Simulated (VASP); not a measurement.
Data:

```yaml
crystal:
  lattice:
    - [0.00000, 3.22320, 3.22320]
    - [3.22320, 0.00000, 3.22320]
    - [3.22320, 3.22320, 0.00000]
  atoms:
    - { symbol: Sn, position: [0.00000, 0.00000, 0.00000] }
    - { symbol: Te, position: [0.50000, 0.50000, 0.50000] }
```

Calculation: PBE GGA with spin-orbit coupling, VASP's PBE PAW potentials (set 64) (plane waves; VASP). Settings: 400 eV cut-off, 7×7×7 Γ-centred mesh, Gaussian smearing of 0.050 eV, potentials Sn_d Te.

**Question.** Predict the energy per atom (σ→0).

**Answer.** 
```json
{
 "energy per atom (σ→0)": "-3.856 eV/atom"
}
```

Only differences to runs with the same potentials and settings are physical.

The compound is SnTe in the rock salt structure, which distorts at low temperature. The cell was not relaxed at this level. The run is one of a series of settings (GGA_COMPAT = .FALSE., LSORBIT = .TRUE., MAGMOM = 0 0 0 0 0 0, program vasp_ncl against the base run), some of them coarse on purpose.
